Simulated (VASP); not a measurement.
Output of a VASP run:

OSZICAR:
```
       N       E                     dE             d eps       ncg     rms          rms(c)
DAV:   1     0.102486176964E+03    0.10249E+03   -0.12841E+04   870   0.144E+03
DAV:   2    -0.307371279954E+02   -0.13322E+03   -0.13022E+03  1136   0.317E+02
DAV:   3    -0.347368014475E+02   -0.39997E+01   -0.39966E+01  1101   0.547E+01
DAV:   4    -0.347600904061E+02   -0.23289E-01   -0.23286E-01  1087   0.453E+00
DAV:   5    -0.347603099007E+02   -0.21949E-03   -0.21949E-03  1115   0.396E-01    0.404E+01
DAV:   6    -0.289571252695E+02    0.58032E+01   -0.32015E+01  1003   0.381E+01    0.382E+01
DAV:   7    -0.288559362468E+02    0.10119E+00   -0.85061E-01  1087   0.833E+00    0.269E+01
DAV:   8    -0.288449425720E+02    0.10994E-01   -0.37698E-01  1073   0.619E+00    0.618E+00
DAV:   9    -0.288278405998E+02    0.17102E-01   -0.63556E-02  1010   0.229E+00    0.166E+00
DAV:  10    -0.288287816713E+02   -0.94107E-03   -0.69233E-03  1080   0.642E-01    0.442E-01
DAV:  11    -0.288287432775E+02    0.38394E-04   -0.44325E-04  1144   0.170E-01    0.293E-01
DAV:  12    -0.288288092422E+02   -0.65965E-04   -0.23905E-04  1109   0.105E-01    0.921E-02
DAV:  13    -0.288288120083E+02   -0.27660E-05   -0.46289E-06  1073   0.176E-02    0.274E-02
DAV:  14    -0.288288129802E+02   -0.97193E-06   -0.32145E-06  1011   0.129E-02    0.984E-03
DAV:  15    -0.288288128212E+02    0.15898E-06   -0.16688E-07   890   0.339E-03    0.310E-03
DAV:  16    -0.288288127933E+02    0.27870E-07   -0.28985E-08   659   0.134E-03
   1 F= -.28828813E+02 E0= -.28828813E+02  d E =-.110008E-10
```

**OUTCAR**
```
------------------------ aborting loop because EDIFF is reached ----------------------------------------
  FORCE on cell =-STRESS in cart. coord.  units (eV):
  Direction    XX          YY          ZZ          XY          YZ          ZX
  --------------------------------------------------------------------------------------
  Total       -2.6925121     -2.6925121     -2.6925121      0.0000000     -0.0000000     -0.0000000
  in kB     -122.2100232   -122.2100232   -122.2100232      0.0000000     -0.0000000     -0.0000000
  external PRESSURE =    -122.2100232 kB  Pullay stress =       0.0000000 kB
  volume of cell :       35.30
      direct lattice vectors                 reciprocal lattice vectors
     0.000000000  2.603617245  2.603617245    -0.192040516  0.192040516  0.192040516
     2.603617245  0.000000000  2.603617245     0.192040516 -0.192040516  0.192040516
     2.603617245  2.603617245  0.000000000     0.192040516  0.192040516 -0.192040516
 POSITION                                       TOTAL-FORCE (eV/Angst)
 -----------------------------------------------------------------------------------
      0.00000      0.00000      0.00000        -0.000000     -0.000000     -0.000000
      1.30181      1.30181      1.30181         0.000000      0.000000      0.000000
      3.90543      3.90543      3.90543        -0.000000     -0.000000     -0.000000
 -----------------------------------------------------------------------------------
    total drift:                                0.000000      0.000000      0.000000
  FREE ENERGIE OF THE ION-ELECTRON SYSTEM (eV)
  ---------------------------------------------------
  free  energy   TOTEN  =       -28.8288127933 eV

  energy  without entropy=      -28.8288127933  energy(sigma->0) =      -28.82881279
```
(Selected blocks of OUTCAR.)

File POSCAR:
```
HfO2
1
    0.0000000000     2.6036172450     2.6036172450
    2.6036172450     0.0000000000     2.6036172450
    2.6036172450     2.6036172450     0.0000000000
Hf O
1 2
Direct
  0.0000000000   0.0000000000   0.0000000000
  0.2500000000   0.2500000000   0.2500000000
  0.7500000000   0.7500000000   0.7500000000
```

**Question.** Write an INCAR and KPOINTS that could have produced this output.

**Answer.** This is not unique; one that fits is the input of the run itself, RPBE GGA, plane waves, VASP's PBE PAW potentials (set 64).

### INCAR
```
SYSTEM = HfO2
PREC = Accurate
ENCUT = 520
EDIFF = 1E-7
NELM = 100
ALGO = Normal
LREAL = .FALSE.
LASPH = .TRUE.
ISMEAR = 0
SIGMA = 0.05
GGA = RP
LMAXMIX = 6
LWAVE = .FALSE.
LCHARG = .FALSE.
ISIF = 2
```

### KPOINTS
```
Automatic mesh
0
Gamma
8 8 8
0 0 0
```

POTCAR, in this order: Hf_pv O (PBE.64 set). Program: vasp_std.

The compound is HfO2 in the fluorite structure, the high-temperature cubic form, which is unstable at 0 K; the monoclinic form is the stable one. This cell is one point of a volume scan, at 1.06 of the reference volume.
